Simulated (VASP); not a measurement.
A convergence study with VASP on MnSi (space group no. 198 when undisturbed): one setting is varied, all else stays as given below, so the limit is that of these other settings. One atom is moved off its site, so that forces are finite.

```
MnSi
1.0
    4.54632     0.00000     0.00000
    0.00000     4.54632     0.00000
    0.00000     0.00000     4.54632
Mn Si
4 4
Direct
  0.86300   0.63700   0.36300
  0.36300   0.86300   0.63700
  0.14335   0.14335   0.14335
  0.63700   0.36300   0.86300
  0.15500   0.34500   0.65500
  0.65500   0.15500   0.34500
  0.84500   0.84500   0.84500
  0.34500   0.65500   0.15500
```
Starting moments (μB, in the order of the record's atoms Mn Mn Mn Mn Si Si Si Si): 1.0 1.0 1.0 1.0 0.0 0.0 0.0 0.0.

These are PBE GGA, VASP's PBE PAW potentials (set 64) (plane waves; VASP 6.6.1) values and carry that method's errors. The tightest run used: 600 eV cut-off, 7×7×7 Γ-centred mesh, Gaussian smearing of 0.10 eV, potentials Mn_pv Si.

The moments were started parallel, and other spin orders were not tried in this run.

**Question.** The settings run are ENCUT = 105; ENCUT = 120; ENCUT = 135; ENCUT = 150; ENCUT = 165; ENCUT = 180; ENCUT = 210; ENCUT = 240; ENCUT = 270; ENCUT = 330; ENCUT = 360; ENCUT = 405; ENCUT = 450; ENCUT = 525; ENCUT = 600. From which on does the energy per atom stay within 0.01 eV/atom of the tightest run?

**Answer.** From ENCUT = 330 on: it is off by 0.0006 there and by no more than 0.01 in any finer run, while ENCUT = 270 is off by 0.0180.
```tsv
setting	E (eV/atom)	pressure (GPa)	largest force (eV/Å)	moment (μB)	plane waves	difference judged (eV/atom)
ENCUT = 105	42.4107	-2795.84	1.923	0.000	251	50.0835
ENCUT = 120	16.0908	-1721.48	3.067	0.000	289	23.7635
ENCUT = 135	3.6098	-1051.52	2.932	0.003	341	11.2825
ENCUT = 150	-1.8777	-648.63	0.568	3.805	405	5.7950
ENCUT = 165	-4.8921	-382.37	0.444	6.627	461	2.7806
ENCUT = 180	-6.3314	-234.14	0.432	4.289	526	1.3413
ENCUT = 210	-7.3614	-82.27	0.976	3.988	663	0.3113
ENCUT = 240	-7.5949	-27.58	0.807	3.978	808	0.0778
ENCUT = 270	-7.6547	-9.46	0.799	3.982	961	0.0180
ENCUT = 330	-7.6733	-4.29	0.804	3.983	1309	0.0006
ENCUT = 360	-7.6724	-4.73	0.803	3.983	1469	0.0003
ENCUT = 405	-7.6720	-4.94	0.803	3.983	1763	0.0007
ENCUT = 450	-7.6721	-4.60	0.803	3.983	2052	0.0006
ENCUT = 525	-7.6728	-4.17	0.804	3.983	2588	0.0001
ENCUT = 600	-7.6727	-4.20	0.804	3.983	3144	0.0000
```

Left out are rungs that failed or repeat a setting and relaxations that didn't move; long series are thinned to 24 rows.

The structure is a typed MnSi crystal (space group no. 198). The cell was not relaxed at this level, it is distorted from the ideal structure.
